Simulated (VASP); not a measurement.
Input:

```yaml
crystal:
  lattice:
    - [0.00000, 3.49792, 3.49792]
    - [3.49792, 0.00000, 3.49792]
    - [3.49792, 3.49792, 0.00000]
  atoms:
    - { symbol: Sr, position: [0.00000, 0.00000, 0.00000] }
    - { symbol: Cl, position: [0.25000, 0.25000, 0.25000] }
    - { symbol: Cl, position: [0.75000, 0.75000, 0.75000] }
```

Level of theory: r2SCAN meta-GGA, VASP's PBE PAW potentials (set 64) (plane waves; VASP 6.6.1). Numerical set-up: 480 eV cut-off, 6×6×6 Γ-centred mesh, Gaussian smearing of 0.050 eV, potentials Sr_sv Cl.

Each row applies one change to this cell, which was relaxed at other settings and keeps the small stress of the first row; at a fixed cut-off the stress holds a Pulay part, so it need not integrate to ΔE exactly. Stress is in GPa, positive when the cell is compressed; gaps are those on the k-mesh, and 0.00 means metallic.

```csv
change,ΔE (meV/atom),σxx,σyy,σzz,"largest shear component, with its sign (GPa)",largest force (eV/Å),gap (eV)
none,0.0,-0.01,-0.01,-0.01,0.00,0.000,5.94
uniaxial strain of -3.0 % along z,…,…,…,…,…,…,…
isotropic strain of -0.5 %,1.0,0.57,0.57,0.57,0.00,0.000,5.99
atom 3 (Cl) moved by -0.200 Å along y,19.6,0.22,0.54,0.22,-0.99,0.597,5.87
atom 1 (Sr) moved by -0.075 Å along z,…,…,…,…,…,…,…
isotropic strain of -4.0 %,58.1,6.08,6.08,6.08,0.00,0.000,5.90
biaxial strain of -0.5 % in the xz plane,0.6,0.46,0.18,0.46,0.00,0.000,5.96
```

Fill in the missing entries.

- uniaxial strain of -3.0 % along z, ΔE (meV/atom): 6.8
- uniaxial strain of -3.0 % along z, σxx: 0.64
- uniaxial strain of -3.0 % along z, σyy: 0.64
- uniaxial strain of -3.0 % along z, σzz: 2.40
- uniaxial strain of -3.0 % along z, largest shear component, with its sign (GPa): 0.00
- uniaxial strain of -3.0 % along z, largest force (eV/Å): 0.000
- uniaxial strain of -3.0 % along z, gap (eV): 5.83
- atom 1 (Sr) moved by -0.075 Å along z, ΔE (meV/atom): 2.6
- atom 1 (Sr) moved by -0.075 Å along z, σxx: 0.06
- atom 1 (Sr) moved by -0.075 Å along z, σyy: 0.06
- atom 1 (Sr) moved by -0.075 Å along z, σzz: 0.02
- atom 1 (Sr) moved by -0.075 Å along z, largest shear component, with its sign (GPa): 0.00
- atom 1 (Sr) moved by -0.075 Å along z, largest force (eV/Å): 0.213
- atom 1 (Sr) moved by -0.075 Å along z, gap (eV): 5.93

Failed runs are left out, and for metals the shear rows, which the mesh's noise covers.

The compound is SrCl2 in the fluorite structure.
